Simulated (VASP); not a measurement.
Given:

```xyz
8
Lattice="4.8389 0.0000 0.0000 0.0000 4.8389 0.0000 0.0000 0.0000 4.8389" Properties=species:S:1:pos:R:3 pbc="T T T"
Si     2.4194     2.4194     2.4194
Si     0.0000     0.0000     0.0000
Mo     1.2097     0.0000     2.4194
Mo     2.4194     1.2097     0.0000
Mo     2.4194     3.6292     0.0000
Mo     3.6292     0.0000     2.4194
Mo     0.0000     2.4194     3.6292
Mo     0.0000     2.4194     1.2097
```

These are LDA (Ceperley-Alder, Perdew-Zunger), VASP's LDA PAW potentials (set 64) (plane waves; VASP) values and carry that method's errors. Settings: 500 eV cut-off, 7×7×7 Γ-centred mesh, first-order Methfessel-Paxton smearing of 0.10 eV, potentials Si Mo_sv.

### Question
The ions, cell shape and volume at an external pressure of 5.0 GPa are relaxed. Give the cell that the relaxation ends in.

### Answer

```xyz
8
Lattice="4.8118 0.0000 0.0000 0.0000 4.8118 0.0000 0.0000 0.0000 4.8118" Properties=species:S:1:pos:R:3 pbc="T T T"
Si     2.4059     2.4059     2.4059
Si     0.0000     0.0000     0.0000
Mo     1.2030     0.0000     2.4059
Mo     2.4059     1.2030     0.0000
Mo     2.4059     3.6089     0.0000
Mo     3.6089     0.0000     2.4059
Mo     0.0000     2.4059     3.6089
Mo     0.0000     2.4059     1.2030
```
Space group Pm-3n (223), at a tolerance of 0.03 Å.

### Question
How do energy and volume change from the first to the last step?

### Answer
The energy (σ→0) changes by +3.6 meV/atom and the volume by -1.7 %, in 3 ionic steps.

The compound is Mo3Si in the A15 structure. This run relaxes it under an external pressure of 5 GPa. Symmetry was kept, so distortions that lower it aren't found.
